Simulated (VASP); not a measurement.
# NiMoIrPdW (Cm) in VASP: a series of runs, part 2 of 2

VASP 6.6.1. Earlier steps stand in the parts before.

### 4 Band structure, rev-vdW-DF2, collinear spin, ferromagnetic start

This run uses another cell than the first one, of 14.46 Å³/atom, 0.984 times its volume.

File POSCAR:

```
NiMoIrPdW                               
1.0
    2.3462210616     -1.4106429661      0.0159337627
    2.3462210616      1.4106429661      0.0159337627
   -2.1754270289      0.0000000000     10.9080140608
  Ni              Mo              Pd              Ir              W             
     1     1     1     1     1
Direct
     0.4970743124207910    0.4970743124207910    0.2959364828137599
     0.3227790090814757    0.3227790090814757    0.9123078436098596
     0.2485892899174459    0.2485892899174459    0.4896014611597968
     0.7495842638514720    0.7495842638514720    0.1089969240126306
     0.6819631247288056    0.6819631247288056    0.6931672884039565
```

File INCAR.step1:

```
PREC = Accurate
ENCUT = 520
EDIFF = 1E-6
ISMEAR = -1
SIGMA = 0.05
LREAL = F
LASPH = T
NELM = 100
ALGO = Normal
ISIF = 2
LWAVE = F
LCHARG = T
ISPIN = 2
MAGMOM = 1 1 0 0.6 0
LORBIT = 11
LMAXMIX = 4
GGA = MK
LUSE_VDW = T
AGGAC = 0.0
PARAM1 = 0.1234
PARAM2 = 0.711357
ZAB_VDW = -1.8867
NBANDS = 40
KPAR = 4
```

File KPOINTS.step1:

```
regular mesh
0
Gamma
  11 11 3
```

File INCAR.step2:

```
PREC = Accurate
ENCUT = 520
EDIFF = 1E-6
ISMEAR = 0
SIGMA = 0.05
LREAL = F
LASPH = T
NELM = 100
ALGO = Normal
ISIF = 2
LWAVE = F
LCHARG = F
ISPIN = 2
MAGMOM = 1 1 0 0.6 0
LORBIT = 11
LMAXMIX = 4
GGA = MK
LUSE_VDW = T
AGGAC = 0.0
PARAM1 = 0.1234
PARAM2 = 0.711357
ZAB_VDW = -1.8867
NBANDS = 40
KPAR = 4
ICHARG = 11
```

File KPOINTS.step2:

```
path GYFLI,I1ZF1,YX1,XGN,MG
10
line-mode
reciprocal
 0.0000000000  0.0000000000  0.0000000000  G
-0.5000000000 -0.5000000000  0.0000000000  Y

-0.5000000000 -0.5000000000  0.0000000000  Y
-0.5016370980 -0.5016370980  0.0400768515  F

-0.5016370980 -0.5016370980  0.0400768515  F
-0.5000000000 -0.5000000000  0.5000000000  L

-0.5000000000 -0.5000000000  0.5000000000  L
-0.6610839512 -0.3389160488  0.5000000000  I

-0.3389160488  0.3389160488  0.5000000000  I1
 0.0000000000  0.0000000000  0.5000000000  Z

 0.0000000000  0.0000000000  0.5000000000  Z
-0.4983629020 -0.4983629020  0.9599231485  F1

-0.5000000000 -0.5000000000  0.0000000000  Y
-0.6531734193 -0.3468265807  0.0000000000  X1

-0.3468265807  0.3468265807  0.0000000000  X
 0.0000000000  0.0000000000  0.0000000000  G

 0.0000000000  0.0000000000  0.0000000000  G
-0.5000000000  0.0000000000  0.0000000000  N

-0.5000000000  0.0000000000  0.5000000000  M
 0.0000000000  0.0000000000  0.0000000000  G
```

The run is started by

```sh
> cat potpaw_PBE.64/Ni/POTCAR potpaw_PBE.64/Mo_sv/POTCAR potpaw_PBE.64/Pd/POTCAR potpaw_PBE.64/Ir/POTCAR potpaw_PBE.64/W_sv/POTCAR > POTCAR
> cp INCAR.step1 INCAR
> cp KPOINTS.step1 KPOINTS
> mpirun -np 4 vasp_std > vasp.out
> cp INCAR.step2 INCAR
> cp KPOINTS.step2 KPOINTS
> mpirun -np 4 vasp_std > vasp.out
```

It took 8.1 min on 4 MPI ranks of Intel Xeon Platinum 8488C (Sapphire Rapids), shared host; peak memory 0.81 GiB.

The run converged. Its results:

| Quantity | Value |
| --- | --- |
| Band gap along the path | none (metal or under the smearing width) |
| Net moment | 0.00 μB per cell |

Levels at the corners of the path, in eV from the Fermi level:
Spin up:
```tsv
point	band 23	band 24	band 25	band 26	band 27	band 28	band 29	band 30	band 31	band 32
Γ	-1.82	-1.69	-1.27	-0.95	-0.86	-0.76	-0.68	-0.61	-0.22	0.04
Y	-0.74	-0.48	-0.41	-0.23	-0.13	0.33	1.09	1.15	1.80	2.85
Y	-0.74	-0.48	-0.41	-0.23	-0.13	0.33	1.09	1.15	1.80	2.85
F	-0.75	-0.48	-0.41	-0.23	-0.10	0.34	1.08	1.15	1.81	2.84
F	-0.75	-0.48	-0.41	-0.23	-0.10	0.34	1.08	1.15	1.81	2.84
L	-1.01	-0.47	-0.23	-0.15	0.20	0.62	0.85	1.14	1.89	2.60
L	-1.01	-0.47	-0.23	-0.15	0.20	0.62	0.85	1.14	1.89	2.60
I	-1.64	-1.21	-0.96	-0.32	-0.29	-0.10	0.34	1.00	1.33	2.58
I1	-1.64	-1.21	-0.96	-0.32	-0.29	-0.10	0.34	1.00	1.33	2.58
Z	-1.99	-1.66	-1.60	-1.42	-0.97	-0.96	-0.58	-0.45	0.02	0.20
Z	-1.99	-1.66	-1.60	-1.42	-0.97	-0.96	-0.58	-0.45	0.02	0.20
F1	-0.75	-0.48	-0.41	-0.23	-0.10	0.34	1.08	1.15	1.81	2.84
Y	-0.74	-0.48	-0.41	-0.23	-0.13	0.33	1.09	1.15	1.80	2.85
X1	-1.60	-1.21	-0.95	-0.33	-0.19	0.15	0.20	0.94	1.38	2.53
X	-1.60	-1.21	-0.95	-0.33	-0.19	0.15	0.20	0.94	1.38	2.53
Γ	-1.82	-1.69	-1.27	-0.95	-0.86	-0.76	-0.68	-0.61	-0.22	0.04
Γ	-1.82	-1.69	-1.27	-0.95	-0.86	-0.76	-0.68	-0.61	-0.22	0.04
N	-0.83	-0.67	-0.53	-0.38	-0.27	0.92	1.36	1.40	1.68	1.93
M	-0.72	-0.60	-0.50	-0.27	-0.13	0.74	0.93	1.14	1.67	2.49
Γ	-1.82	-1.69	-1.27	-0.95	-0.86	-0.76	-0.68	-0.61	-0.22	0.04
```
Spin down:
```tsv
point	band 25	band 26	band 27	band 28	band 29	band 30
Γ	-1.27	-0.95	-0.86	-0.76	-0.68	-0.61
Y	-0.41	-0.23	-0.13	0.33	1.09	1.15
Y	-0.41	-0.23	-0.13	0.33	1.09	1.15
F	-0.41	-0.23	-0.10	0.34	1.08	1.15
F	-0.41	-0.23	-0.10	0.34	1.08	1.15
L	-0.23	-0.15	0.20	0.62	0.85	1.14
L	-0.23	-0.15	0.20	0.62	0.85	1.14
I	-0.96	-0.32	-0.29	-0.10	0.34	1.00
I1	-0.96	-0.32	-0.29	-0.10	0.34	1.00
Z	-1.60	-1.42	-0.97	-0.96	-0.58	-0.45
Z	-1.60	-1.42	-0.97	-0.96	-0.58	-0.45
F1	-0.41	-0.23	-0.10	0.34	1.08	1.15
Y	-0.41	-0.23	-0.13	0.33	1.09	1.15
X1	-0.95	-0.33	-0.19	0.15	0.20	0.94
X	-0.95	-0.33	-0.19	0.15	0.20	0.94
Γ	-1.27	-0.95	-0.86	-0.76	-0.68	-0.61
Γ	-1.27	-0.95	-0.86	-0.76	-0.68	-0.61
N	-0.53	-0.38	-0.27	0.92	1.36	1.40
M	-0.50	-0.27	-0.13	0.74	0.93	1.14
Γ	-1.27	-0.95	-0.86	-0.76	-0.68	-0.61
```

Caveat: the log is that of the step along the path at fixed density, whose energy, stress, charges and moments have no meaning; the PAW data sets were made with another functional, which shifts forces and pressure a little; spin-orbit coupling is left out, which moves the levels of the heavy elements.

### 5 Overview

| level | cell | moment (μB) |
| --- | --- | --- |
| optB88-vdW | Cm, 14.7 Å³/atom | 0.00 |
| vdW-DF-cx | Cm, 14.26 Å³/atom | 0.00 |
| rev-vdW-DF2 | Cm, 14.46 Å³/atom | 0.00 |

Alike in all rows: task band structure; potentials or basis VASP PAW PBE potentials, release 64 (Ni, Mo_sv, Pd, Ir, W_sv); spin collinear, ferromagnetic start; k mesh 11 × 11 × 3; cutoff (eV) 520; smearing fermi-dirac 0.05 eV.

Caveats: the PAW data sets were made with another functional, which shifts forces and pressure a little; spin-orbit coupling is left out, which moves the levels of the heavy elements.

Total energies depend on the potentials used, so only differences within one code and one set of settings carry meaning.
